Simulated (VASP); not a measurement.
A convergence study with VASP on PbTe (rock salt): one setting is varied, all else stays as given below, so the limit is that of these other settings.

```xyz
2
Lattice="0.0000 3.2300 3.2300 3.2300 0.0000 3.2300 3.2300 3.2300 0.0000" Properties=species:S:1:pos:R:3 pbc="T T T"
Te     3.2300     3.2300     3.2300
Pb     0.0000     0.0000     0.0000
```

All values below come from PBEsol GGA, VASP's PBE PAW potentials (set 64) (plane waves; VASP). The tightest run used: 550 eV cut-off, 12×12×12 Monkhorst-Pack mesh, Gaussian smearing of 0.050 eV, potentials Te Pb_d.

```csv
setting,E (eV/atom),pressure (GPa),irreducible k-points
1×1×1 mesh,-1.2580,24.11,1
2×2×2 mesh,-4.4133,-2.21,2
3×3×3 mesh,-4.1546,-0.44,4
```

Q: These are the cheaper rows. Estimate the results at 12×12×12 mesh, and how far the last row shown lies from them.

A: 
```
quantity        tightest run  last row shown is off by
--------------  ------------  ------------------------
E (eV/atom)          -4.1293                   -0.0253
pressure (GPa)         -0.37                     -0.08
```

Left out are rungs that failed or repeat a setting and relaxations that didn't move; long series are thinned to 24 rows.

The compound is PbTe in the rock salt structure. The cell was not relaxed at this level.
